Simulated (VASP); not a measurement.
Data:

```
RhGe
1.0
   -1.72091     1.72091     4.94280
    1.72091    -1.72091     4.94280
    1.72091     1.72091    -4.94280
Rh Ge
2 2
Direct
  0.74296   0.74296   0.00000
  0.49296   0.99296   0.50000
  0.17304   0.17304   0.00000
  0.92304   0.42304   0.50000
```

These are PBEsol GGA, VASP's PBE PAW potentials (set 64) (plane waves; VASP 6.6.1) values and carry that method's errors. Numerical set-up: 400 eV cut-off, Gaussian smearing of 0.050 eV, potentials Rh_pv Ge_d.

Task: Give the energies of bands 20 to 33 at the high-symmetry points, in eV from the Fermi level.

Result: 
```tsv
band	Γ	X	P	N	M	S	R
20	-4.15	-5.32	-5.33	-6.06	-4.46	-5.60	-5.41
21	-3.61	-4.93	-4.90	-4.67	-4.14	-4.67	-4.88
22	-3.60	-4.93	-4.90	-4.17	-4.14	-3.97	-4.88
23	-3.60	-3.04	-3.21	-3.92	-3.36	-3.77	-3.04
24	-2.96	-3.04	-3.21	-2.97	-3.36	-3.02	-3.04
25	-2.88	-2.39	-2.18	-2.78	-2.46	-2.70	-2.50
26	-2.88	-2.39	-2.18	-2.34	-2.46	-2.58	-2.50
27	-2.75	-1.60	-1.57	-1.66	-1.23	-1.61	-1.57
28	-2.14	-1.60	-1.57	-1.58	-1.23	-1.51	-1.57
29	0.36	-0.74	-0.82	-1.46	-0.31	-1.49	-0.68
30	2.33	-0.74	-0.82	0.49	-0.31	0.19	-0.68
31	2.33	1.55	1.60	1.50	3.23	1.65	1.67
32	3.03	1.55	1.60	3.40	3.23	4.15	1.67
33	3.03	3.91	3.17	5.55	5.24	5.07	3.91
```

It has no gap at this level: it comes out as a metal or semimetal.

The structure was generated: GeRh was put into the NbAs type (I4_1md), which need not be its known phase. It was relaxed first.
